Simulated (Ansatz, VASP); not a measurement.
**Rb2As in VASP and in Ansatz**

```
Rb As
1.0
     5.12087    0.00000    0.00000
     0.00000    5.12087    0.00000
     0.00000    0.00000    7.24200
Rb As
2 1
Direct
  0.00000 0.00000 0.00000
  0.50000 0.50000 0.50000
  0.00000 0.00000 0.50000
```

Change from the starting cell: ordered vacancies on the anion sites of rock salt (P4/mmm, No. 123).

Alike in both runs: task single point; functional PBE; k mesh 4 × 4 × 4; occupations gaussian, width 0.1 eV; no spin polarisation.

|  | VASP | Ansatz |
| --- | --- | --- |
| version | VASP 6.6.1 | Ansatz 0.2.0 |
| potentials or method | VASP PAW PBE potentials, release 64 (Rb_sv, As) | scalar-relativistic, plane waves, PAW |
| plane-wave cutoff (eV) | 520 | 420 |
| valence electrons in the cell | 23 | 33 |

```csv
,VASP,Ansatz,Ansatz less VASP
gap on the k mesh at the Fermi level (eV),none,none,-
pressure (GPa),-0.8,-0.8,-0.01
largest component of the traceless stress (GPa),0.74,0.75,+0.003
```

A gap of «none» marks a metal or a gap that the smearing closes. The two sets of potentials don't hold the same shells in valence.
